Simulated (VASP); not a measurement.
Output of a VASP run:

OUTCAR:
```
 ion  position               nearest neighbor table
   1  0.000  0.000  0.000-
  LATTYP: Found a body centered cubic cell.
 ALAT       =     2.8183683944
 Subroutine PRICEL returns:
 Original cell was already a primitive cell.
 Subroutine GETGRP returns: Found 48 space group operations
The static configuration has the point symmetry O_h .
The dynamic configuration has the point symmetry O_h .
 Subroutine INISYM returns: Found 48 space group operations
 Subroutine IBZKPT returns following result:
 Found    195 irreducible k-points:

 Following reciprocal coordinates:
            Coordinates               Weight
  0.000000  0.000000  0.000000      1.000000
  0.055556  0.000000  0.000000     12.000000
  0.111111  0.000000  0.000000     12.000000
  0.166667  0.000000  0.000000     12.000000
  0.222222  0.000000  0.000000     12.000000
  0.277778  0.000000  0.000000     12.000000
  0.333333  0.000000  0.000000     12.000000
  0.388889  0.000000  0.000000     12.000000
  0.444444  0.000000  0.000000     12.000000
  0.500000  0.000000  0.000000      6.000000
  0.055556  0.055556  0.000000     24.000000
  0.111111  0.055556  0.000000     48.000000
  0.166667  0.055556  0.000000     48.000000
  0.222222  0.055556  0.000000     48.000000
  0.277778  0.055556 -0.000000     48.000000
  0.333333  0.055556  0.000000     48.000000
  0.388889  0.055556  0.000000     48.000000
  0.444444  0.055556  0.000000     48.000000
  0.111111  0.111111  0.000000     24.000000
  0.166667  0.111111  0.000000     48.000000
  0.222222  0.111111  0.000000     48.000000
  0.277778  0.111111  0.000000     48.000000
  0.333333  0.111111  0.000000     48.000000
  0.388889  0.111111  0.000000     48.000000
  0.444444  0.111111  0.000000     24.000000
  0.166667  0.166667  0.000000     24.000000
  0.222222  0.166667  0.000000     48.000000
  0.277778  0.166667  0.000000     48.000000
  0.333333  0.166667  0.000000     48.000000
  0.388889  0.166667  0.000000     48.000000
  0.222222  0.222222  0.000000     24.000000
  0.277778  0.222222  0.000000     48.000000
  0.333333  0.222222  0.000000     48.000000
  0.388889  0.222222  0.000000     24.000000
  0.277778  0.277778  0.000000     24.000000
  0.333333  0.277778  0.000000     48.000000
  0.333333  0.333333  0.000000      8.000000
  0.055556  0.055556  0.055556      8.000000
  0.111111  0.055556  0.055556     24.000000
  0.166667  0.055556  0.055556     24.000000
   k-points           NKPTS =    195   k-points in BZ     NKDIM =    195   number of bands    NBANDS=     10
   number of dos      NEDOS =    301   number of ions     NIONS =      1
   total plane-waves  NPLWV =   5832
   dimension x,y,z NGX =    18 NGY =   18 NGZ =   18
   dimension x,y,z NGXF=    36 NGYF=   36 NGZF=   36
   ions per type =               1
   PREC   = accura    normal or accurate (medium, high low for compatibility)
   ISTART =      0    job   : 0-new  1-cont  2-samecut
   ICHARG =      2    charge: 1-file 2-atom 10-const
   ISPIN  =      1    spin polarized calculation?
   LNONCOLLINEAR =      F non collinear calculations
   LSORBIT =      F    spin-orbit coupling
   INIWAV =      1    electr: 0-lowe 1-rand  2-diag
   ENCUT  =  500.0 eV  36.75 Ry    6.06 a.u.   4.45  4.45  4.45*2*pi/ulx,y,z
   NELM   =    100;   NELMIN=  2; NELMDL= -5     # of ELM steps
   EDIFF  = 0.1E-05   stopping-criterion for ELM
   LREAL  =      F    real-space projection
   NLSPLINE    = F    spline interpolate recip. space projectors
   LMAXMIX     =    4 max onsite mixed and CHGCAR
   VOSKOWN=      0    Vosko Wilk Nusair interpolation
   EDIFFG = -.2E-01   stopping-criterion for IOM
   NSW    =     40    number of steps for IOM
   NBLOCK =      1;   KBLOCK =     40    inner block; outer block
   IBRION =      2    ionic relax: 0-MD 1-quasi-New 2-CG
   NFREE  =      1    steps in history (QN), initial steepest desc. (CG)
...
```

### OSZICAR
```
       N       E                     dE             d eps       ncg     rms          rms(c)
DAV:   1     0.807640939186E+02    0.80764E+02   -0.71872E+03  3908   0.143E+03
DAV:   2    -0.964351366548E+01   -0.90408E+02   -0.88389E+02  4016   0.365E+02
DAV:   3    -0.109191996334E+02   -0.12757E+01   -0.12622E+01  4032   0.512E+01
DAV:   4    -0.109260542238E+02   -0.68546E-02   -0.68543E-02  3946   0.406E+00
DAV:   5    -0.109261418784E+02   -0.87655E-04   -0.87656E-04  4036   0.439E-01    0.243E+01
DAV:   6    -0.987904966980E+01    0.10471E+01   -0.35609E+00  3922   0.298E+01    0.511E+00
DAV:   7    -0.984188426764E+01    0.37165E-01   -0.58457E-02  3948   0.301E+00    0.178E+00
DAV:   8    -0.983260949136E+01    0.92748E-02   -0.93487E-03  3916   0.179E+00    0.621E-02
DAV:   9    -0.983254451796E+01    0.64973E-04   -0.20220E-04  3930   0.267E-01    0.380E-02
DAV:  10    -0.983255804937E+01   -0.13531E-04   -0.66750E-06  3942   0.351E-02    0.189E-03
DAV:  11    -0.983255798525E+01    0.64117E-07   -0.32585E-07  1968   0.933E-03
   1 F= -.77366416E+01 E0= -.77365113E+01  d E =-.773664E+01
```

### OUTCAR
```
------------------------ aborting loop because EDIFF is reached ----------------------------------------
  FORCE on cell =-STRESS in cart. coord.  units (eV):
  Direction    XX          YY          ZZ          XY          YZ          ZX
  --------------------------------------------------------------------------------------
  Total        2.0971939      2.0971939      2.0971939     -0.0000000      0.0000000     -0.0000000
  in kB      300.1828493    300.1828493    300.1828493     -0.0000000      0.0000000     -0.0000000
  external PRESSURE =       0.1828493 kB  Pullay stress =     300.0000000 kB
  volume of cell :       11.19
      direct lattice vectors                 reciprocal lattice vectors
    -1.409184197  1.409184197  1.409184197     0.000000000  0.354815219  0.354815219
     1.409184197 -1.409184197  1.409184197     0.354815219  0.000000000  0.354815219
     1.409184197  1.409184197 -1.409184197     0.354815219  0.354815219  0.000000000
 POSITION                                       TOTAL-FORCE (eV/Angst)
 -----------------------------------------------------------------------------------
      0.00000      0.00000      0.00000        -0.000000      0.000000      0.000000
 -----------------------------------------------------------------------------------
    total drift:                                0.000000      0.000000      0.000000
  FREE ENERGIE OF THE ION-ELECTRON SYSTEM (eV)
  ---------------------------------------------------
  free  energy   TOTEN  =        -9.8325579853 eV

  energy  without entropy=       -9.8321672669  energy(sigma->0) =       -9.83242775
  enthalpy is  TOTEN    =        -7.7366415823 eV   P V=        2.0959164030

 reached required accuracy - stopping structural energy minimisation
```
(Selected blocks of OUTCAR.)

File POSCAR:
```
V
1
   -1.4091841972     1.4091841972     1.4091841972
    1.4091841972    -1.4091841972     1.4091841972
    1.4091841972     1.4091841972    -1.4091841972
V
1
Direct
  0.0000000000   0.0000000000   0.0000000000
```

Question: Reconstruct the remaining input files.

Answer: Several could match; the one computed here: the input of the run itself, LDA (Ceperley-Alder, Perdew-Zunger), plane waves, VASP's LDA PAW potentials (set 64).

INCAR:
```
ALGO = Normal
EDIFF = 1E-6
EDIFFG = -0.02
ENCUT = 500
IBRION = 2
ISIF = 3
ISMEAR = 1
LASPH = T
LCHARG = F
LMAXMIX = 4
LREAL = F
LWAVE = F
NELM = 100
NSW = 40
PREC = Accurate
PSTRESS = 300
SIGMA = 0.1
SYSTEM = V
```

KPOINTS:
```
kpoints
0
Gamma
  18 18 18
0 0 0
```

POTCAR, in this order: V_sv (LDA.64 set). Program: vasp_std.

The compound is V in the bcc structure. It was relaxed first under an external pressure of 30 GPa. The run is not spin-polarised, so no magnetic state was tried.
